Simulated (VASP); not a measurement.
Computed with PBEsol GGA, VASP's PBE PAW potentials (set 64) (plane waves; VASP). For the first row: Settings: 400 eV cut-off, 7×7×4 Γ-centred mesh, tetrahedra with Blöchl corrections, potentials Mg Zn P.

```json
[
 {"system": "Mg$_{2}$ZnP$_{2}$ (space group P3m1)", "energy (eV/atom)": "-3.8290"},
 {"system": "Mg (hcp)", "energy (eV/atom)": "-1.7234"},
 {"system": "Zn (hcp)", "energy (eV/atom)": "-1.5812"},
 {"system": "P (black)", "energy (eV/atom)": "-5.7620"}
]
```

The references are the elements' solids at the same level; no temperature or zero-point terms are added.   Without a dispersion term in the relaxation, distances and binding between the weakly bound layers, chains or molecules are unreliable, and so is what depends on them.

**Question.** What is the formation energy per atom of Mg₂ZnP₂?

**Answer.** The references average (2×(-1.7234) + 1×(-1.5812) + 2×(-5.7620))/5 = -3.3104 eV, so the formation energy is -3.8290 − (-3.3104) = -0.519 eV/atom.
